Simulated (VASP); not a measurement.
Here is the system:

```
CELL_PARAMETERS angstrom
      1.35923    -2.30928     0.00000
      1.35923     2.30928     0.00000
      0.00000     0.00000     4.44332
ATOMIC_POSITIONS crystal
  Os 0.33333 0.66667 0.25000
  Os 0.67470 0.34136 0.75000
```

All values below come from PBE GGA, VASP's PBE PAW potentials (set 64) (plane waves; VASP). Numerical set-up: LREAL = Auto, 400 eV cut-off, 14×14×8 Γ-centred mesh, first-order Methfessel-Paxton smearing of 0.10 eV, potentials Os.

Question: Give the force on each atom (eV/Å).

Answer: 
```tsv
atom	Fx	Fy	Fz
Os1	0.173	0.066	0.000
Os2	-0.173	-0.066	0.000
```

Question: Give the stress tensor in GPa (positive for a compressed cell).

Answer: 
```
14.43  -0.40   0.00
-0.40  24.83   0.00
 0.00   0.00  -8.68
```
The pressure is its mean diagonal, 10.19 GPa.

The compound is Os in the hcp structure. The cell was not relaxed at this level, atoms are displaced from their ideal sites. The run is one of a series of settings (LREAL = Auto against the base run), some of them coarse on purpose.
